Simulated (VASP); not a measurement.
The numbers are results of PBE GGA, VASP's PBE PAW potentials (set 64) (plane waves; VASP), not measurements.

VASP input:

**INCAR**
```
! general
SYSTEM  = VSe2
PREC    = Accurate
ENCUT   = 400
LREAL   = F   ! projection in real space or not
LASPH   = T   ! aspherical one-centre terms

! electronic loop
EDIFF   = 1E-6
NELM    = 100   ! most electronic steps
ALGO    = Fast   ! Davidson, then RMM-DIIS
LMAXMIX = 4

! smearing
ISMEAR  = 0   ! Gaussian
SIGMA   = 0.05   ! width (eV)

! functional
GGA     = PE

! spin
ISPIN   = 2   ! spin-polarised
MAGMOM  = 2.0 0.0 0.0

! ions
ISIF    = 2

! output
LWAVE   = F
LCHARG  = F
LORBIT  = 10
```

KPOINTS:
```
Automatic mesh
0
Gamma
6 6 6
0 0 0
```

File POSCAR:
```
VSe2
1
    0.0000000000     2.9865470000     2.9865470000
    2.9865470000     0.0000000000     2.9865470000
    2.9865470000     2.9865470000     0.0000000000
V Se
1 2
Direct
  0.0000000000   0.0000000000   0.0000000000
  0.2500000000   0.2500000000   0.2500000000
  0.7500000000   0.7500000000   0.7500000000
```

POTCAR, in this order: V_sv Se (PBE.64 set). Program: vasp_std.

The run wrote:

### OSZICAR
```
       N       E                     dE             d eps       ncg     rms          rms(c)
DAV:   1     0.170001500039E+03    0.17000E+03   -0.10901E+04  1120   0.116E+03
DAV:   2    -0.653814919851E+01   -0.17654E+03   -0.17414E+03  1148   0.335E+02
DAV:   3    -0.184331928859E+02   -0.11895E+02   -0.11337E+02  1440   0.742E+01
DAV:   4    -0.186207011426E+02   -0.18751E+00   -0.18727E+00  1223   0.919E+00
DAV:   5    -0.186221629142E+02   -0.14618E-02   -0.14612E-02  1391   0.884E-01    0.189E+01
RMM:   6    -0.209783615908E+02   -0.23562E+01   -0.30235E+01  1182   0.427E+01    0.179E+01
RMM:   7    -0.168256509620E+02    0.41527E+01   -0.71038E+00  1093   0.253E+01    0.653E+00
RMM:   8    -0.168839604644E+02   -0.58310E-01   -0.28757E-01  1146   0.424E+00    0.301E+00
RMM:   9    -0.168756923415E+02    0.82681E-02   -0.13032E-01  1244   0.240E+00    0.158E+00
RMM:  10    -0.168908665152E+02   -0.15174E-01   -0.15408E-02  1258   0.980E-01    0.614E-01
RMM:  11    -0.168935933028E+02   -0.27268E-02   -0.35419E-03  1300   0.427E-01    0.153E-01
RMM:  12    -0.168938345137E+02   -0.24121E-03   -0.73279E-04  1307   0.228E-01    0.696E-02
RMM:  13    -0.168939374836E+02   -0.10297E-03   -0.26360E-04  1271   0.133E-01    0.376E-02
RMM:  14    -0.168939572303E+02   -0.19747E-04   -0.44441E-05  1343   0.498E-02    0.147E-02
RMM:  15    -0.168939609083E+02   -0.36780E-05   -0.71791E-06  1095   0.207E-02    0.570E-03
RMM:  16    -0.168939626978E+02   -0.17894E-05   -0.40292E-06   924   0.129E-02    0.183E-03
RMM:  17    -0.168939629417E+02   -0.24392E-06   -0.71815E-07   734   0.575E-03
   1 F= -.16893963E+02 E0= -.16892961E+02  d E =-.200310E-02  mag=     1.7392
```

**OUTCAR**
```
------------------------ aborting loop because EDIFF is reached ----------------------------------------
  FORCE on cell =-STRESS in cart. coord.  units (eV):
  Direction    XX          YY          ZZ          XY          YZ          ZX
  --------------------------------------------------------------------------------------
  Total        3.8993893      3.8993893      3.8993893      0.0000000      0.0000000      0.0000000
  in kB      117.2651926    117.2651926    117.2651926      0.0000000      0.0000000      0.0000000
  external PRESSURE =     117.2651926 kB  Pullay stress =       0.0000000 kB
  volume of cell :       53.28
      direct lattice vectors                 reciprocal lattice vectors
     0.000000000  2.986547000  2.986547000    -0.167417422  0.167417422  0.167417422
     2.986547000  0.000000000  2.986547000     0.167417422 -0.167417422  0.167417422
     2.986547000  2.986547000  0.000000000     0.167417422  0.167417422 -0.167417422
 POSITION                                       TOTAL-FORCE (eV/Angst)
 -----------------------------------------------------------------------------------
      0.00000      0.00000      0.00000         0.000000     -0.000000      0.000000
      1.49327      1.49327      1.49327        -0.000000     -0.000000     -0.000000
      4.47982      4.47982      4.47982         0.000000      0.000000      0.000000
 -----------------------------------------------------------------------------------
    total drift:                               -0.000000     -0.000000      0.000000
  FREE ENERGIE OF THE ION-ELECTRON SYSTEM (eV)
  ---------------------------------------------------
  free  energy   TOTEN  =       -16.8939629417 eV

  energy  without entropy=      -16.8919598443  energy(sigma->0) =      -16.89296139

 total charge

# of ion       s       p       d       tot
------------------------------------------
    1        2.214   6.178   3.130  11.522
    2        1.487   2.324   0.068   3.879
    3        1.487   2.324   0.068   3.879
--------------------------------------------------
tot          5.189  10.825   3.266  19.280

 magnetization (x)

# of ion       s       p       d       tot
------------------------------------------
    1        0.031   0.024   1.655   1.710
    2       -0.008  -0.109   0.015  -0.102
    3       -0.008  -0.109   0.015  -0.102
--------------------------------------------------
tot          0.016  -0.193   1.684   1.507
```
(Selected blocks of OUTCAR.)

### OUTCAR
```
 val. band max:        6.9665686607   @ k =   0.1667   0.1667   0.0000

 cond. band min:       7.0823535672   @ k =   0.3333   0.1667   0.0000


 Fermi energy:         6.9947054963

 spin component 1

 k-point     1 :       0.0000    0.0000    0.0000
  band No.  band energies     occupation
      1     -57.5601      1.00000
      2     -31.4541      1.00000
      3     -31.4541      1.00000
      4     -31.4541      1.00000
      5      -8.7223      1.00000
      6      -3.7104      1.00000
      7       1.8419      1.00000
      8       1.8420      1.00000
      9       1.8420      1.00000
     10       6.1523      1.00000
     11       6.1524      1.00000
     12       7.1360      0.00003
     13       7.1360      0.00003
     14       7.1360      0.00003
     15       9.8975      0.00000
     16       9.8976      0.00000
     17       9.8977      0.00000

 k-point     2 :       0.1667    0.0000    0.0000
  band No.  band energies     occupation
      1     -57.5601      1.00000
      2     -31.4576      1.00000
      3     -31.4547      1.00000
      4     -31.4547      1.00000
      5      -8.4543      1.00000
      6      -4.2610      1.00000
      7       2.0101      1.00000
      8       2.0102      1.00000
      9       2.4866      1.00000
     10       5.4577      1.00000
     11       5.4578      1.00000
     12       6.0098      1.00000
     13       7.2725      0.00000
     14       7.2726      0.00000
     15       8.8568      0.00000
     16       9.6316      0.00000
     17       9.6316      0.00000

 k-point     3 :       0.3333    0.0000    0.0000
  band No.  band energies     occupation
      1     -57.5600      1.00000
      2     -31.4639      1.00000
      3     -31.4558      1.00000
      4     -31.4558      1.00000
      5      -7.7066      1.00000
      6      -5.3919      1.00000
      7       2.4388      1.00000
      8       2.4388      1.00000
      9       3.4661      1.00000
...
```

The moments were started parallel, and other spin orders were not tried in this run.

The structure was generated: VSe2 was put into the fluorite type (Fm-3m), which need not be its known phase. The cell was not relaxed at this level. The k-mesh is coarse (spacing up to 0.30 per Å, 2π included), so the numbers may not be converged in it. The run is one of a series of settings (ALGO = Fast against the base run), some of them coarse on purpose.
